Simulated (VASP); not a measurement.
Method: PBE GGA, VASP's PBE PAW potentials (set 64) (plane waves; VASP).

The input files of a VASP run:

**KPOINTS**
```
Automatic
0
Gamma
16 16 16
0 0 0
```

INCAR:
```
SYSTEM = Mo
PREC = Accurate; ENCUT = 480; LREAL = .False.
LASPH = .True.
EDIFF = 1E-7; NELM = 100; ALGO = Normal
LMAXMIX = 4
ISMEAR = 1; SIGMA = 0.1
GGA = PE
IBRION = 2; NSW = 40; ISIF = 3
EDIFFG = -0.01; PSTRESS = 20
LWAVE = .False.; LCHARG = .False.
```

POSCAR:
```
Mo
1
   -1.5770547532     1.5770547532     1.5770547532
    1.5770547532    -1.5770547532     1.5770547532
    1.5770547532     1.5770547532    -1.5770547532
Mo
1
Direct
  0.0000000000   0.0000000000   0.0000000000
```

POTCAR, in this order: Mo_sv (PBE.64 set). Program: vasp_std.

Output of the run:

File OUTCAR:
```
 ion  position               nearest neighbor table
   1  0.000  0.000  0.000-
  LATTYP: Found a body centered cubic cell.
 ALAT       =     3.1541095064
 Subroutine PRICEL returns:
 Original cell was already a primitive cell.
 Subroutine GETGRP returns: Found 48 space group operations
The static configuration has the point symmetry O_h .
The dynamic configuration has the point symmetry O_h .
 Subroutine INISYM returns: Found 48 space group operations
 Subroutine IBZKPT returns following result:
 Found    145 irreducible k-points:

 Following reciprocal coordinates:
            Coordinates               Weight
  0.000000  0.000000  0.000000      1.000000
  0.062500  0.000000  0.000000     12.000000
  0.125000  0.000000  0.000000     12.000000
  0.187500  0.000000  0.000000     12.000000
  0.250000  0.000000  0.000000     12.000000
  0.312500  0.000000  0.000000     12.000000
  0.375000  0.000000  0.000000     12.000000
  0.437500  0.000000  0.000000     12.000000
  0.500000  0.000000  0.000000      6.000000
  0.062500  0.062500  0.000000     24.000000
  0.125000  0.062500 -0.000000     48.000000
  0.187500  0.062500  0.000000     48.000000
  0.250000  0.062500  0.000000     48.000000
  0.312500  0.062500 -0.000000     48.000000
  0.375000  0.062500  0.000000     48.000000
  0.437500  0.062500  0.000000     48.000000
  0.125000  0.125000  0.000000     24.000000
  0.187500  0.125000  0.000000     48.000000
  0.250000  0.125000 -0.000000     48.000000
  0.312500  0.125000 -0.000000     48.000000
  0.375000  0.125000  0.000000     48.000000
  0.437500  0.125000  0.000000     24.000000
  0.187500  0.187500  0.000000     24.000000
  0.250000  0.187500 -0.000000     48.000000
  0.312500  0.187500  0.000000     48.000000
...
```

File OSZICAR:
```
       N       E                     dE             d eps       ncg     rms          rms(c)
DAV:   1     0.856749209912E+02    0.85675E+02   -0.79668E+03  3206   0.123E+03
DAV:   2    -0.103227474235E+02   -0.95998E+02   -0.92451E+02  3439   0.330E+02
DAV:   3    -0.115967478179E+02   -0.12740E+01   -0.12655E+01  3692   0.379E+01
DAV:   4    -0.116001916069E+02   -0.34438E-02   -0.34434E-02  3510   0.231E+00
DAV:   5    -0.116002089991E+02   -0.17392E-04   -0.17393E-04  3691   0.160E-01    0.146E+01
DAV:   6    -0.110196330683E+02    0.58058E+00   -0.10381E+00  3451   0.123E+01    0.393E+00
DAV:   7    -0.109430582483E+02    0.76575E-01   -0.20390E-01  3725   0.511E+00    0.941E-01
DAV:   8    -0.109393545797E+02    0.37037E-02   -0.40536E-03  3313   0.912E-01    0.175E-01
DAV:   9    -0.109394214664E+02   -0.66887E-04   -0.10009E-04  3790   0.138E-01    0.747E-02
DAV:  10    -0.109394289608E+02   -0.74944E-05   -0.11303E-05  3385   0.441E-02    0.715E-03
DAV:  11    -0.109394292393E+02   -0.27849E-06   -0.31132E-07  3799   0.609E-03    0.113E-03
DAV:  12    -0.109394291226E+02    0.11678E-06   -0.10088E-08  1877   0.128E-03    0.171E-04
DAV:  13    -0.109394291422E+02   -0.19615E-07   -0.43176E-10  1811   0.293E-04
   1 F= -.10743581E+02 E0= -.10743778E+02  d E =-.107436E+02
```

**OUTCAR**
```
------------------------ aborting loop because EDIFF is reached ----------------------------------------
  FORCE on cell =-STRESS in cart. coord.  units (eV):
  Direction    XX          YY          ZZ          XY          YZ          ZX
  --------------------------------------------------------------------------------------
  Total        0.1954022      0.1954022      0.1954022      0.0000000      0.0000000     -0.0000000
  in kB       19.9544440     19.9544440     19.9544440      0.0000000      0.0000000     -0.0000000
  external PRESSURE =      -0.0455560 kB  Pullay stress =      20.0000000 kB
  volume of cell :       15.69
      direct lattice vectors                 reciprocal lattice vectors
    -1.577054753  1.577054753  1.577054753     0.000000000  0.317046697  0.317046697
     1.577054753 -1.577054753  1.577054753     0.317046697  0.000000000  0.317046697
     1.577054753  1.577054753 -1.577054753     0.317046697  0.317046697  0.000000000
 POSITION                                       TOTAL-FORCE (eV/Angst)
 -----------------------------------------------------------------------------------
      0.00000      0.00000      0.00000         0.000000      0.000000     -0.000000
 -----------------------------------------------------------------------------------
    total drift:                                0.000000      0.000000      0.000000
  FREE ENERGIE OF THE ION-ELECTRON SYSTEM (eV)
  ---------------------------------------------------
  free  energy   TOTEN  =       -10.9394291422 eV

  energy  without entropy=      -10.9400202402  energy(sigma->0) =      -10.93962617
  enthalpy is  TOTEN    =       -10.7435808811 eV   P V=        0.1958482610

 reached required accuracy - stopping structural energy minimisation
```
(Selected blocks of OUTCAR.)

File OUTCAR:
```
 val. band max:       12.5318987553   @ k =   0.3750   0.0000   0.0000

 cond. band min:      12.5843920117   @ k =   0.1875   0.0000   0.0000


 Fermi energy:        12.5420584687

 k-point     1 :       0.0000    0.0000    0.0000
  band No.  band energies     occupation
      1     -48.7371      2.00000
      2     -22.0125      2.00000
      3     -22.0125      2.00000
      4     -22.0125      2.00000
      5       5.3107      2.00000
      6      11.1828      2.00000
      7      11.1828      2.00000
      8      11.1828      2.00000
      9      14.1943     -0.00000
     10      14.1943     -0.00000
     11      27.3608      0.00000

 k-point     2 :       0.0625    0.0000    0.0000
  band No.  band energies     occupation
      1     -48.7274      2.00000
      2     -22.0689      2.00000
      3     -22.0299      2.00000
      4     -22.0129      2.00000
      5       5.4832      2.00000
      6      11.0856      2.00000
      7      11.1667      2.00000
      8      11.3443      2.00000
      9      14.0512     -0.00000
     10      14.1968     -0.00000
     11      27.4897      0.00000

 k-point     3 :       0.1250    0.0000    0.0000
  band No.  band energies     occupation
      1     -48.6996      2.00000
      2     -22.2277      2.00000
      3     -22.0792      2.00000
      4     -22.0141      2.00000
      5       5.9683      2.00000
      6      10.8207      2.00000
      7      11.0925      2.00000
      8      11.8202      2.00000
      9      13.7626     -0.00000
     10      14.2125     -0.00000
     11      27.7726      0.00000

 k-point     4 :       0.1875    0.0000    0.0000
  band No.  band energies     occupation
      1     -48.6578      2.00000
      2     -22.4606      2.00000
      3     -22.1522      2.00000
      4     -22.0159      2.00000
      5       6.6514      2.00000
      6      10.4528      2.00000
      7      10.9568      2.00000
      8      12.5844      0.34973
      9      13.5962     -0.00000
...
```

The compound is Mo in the bcc structure. It was relaxed first under an external pressure of 2 GPa.
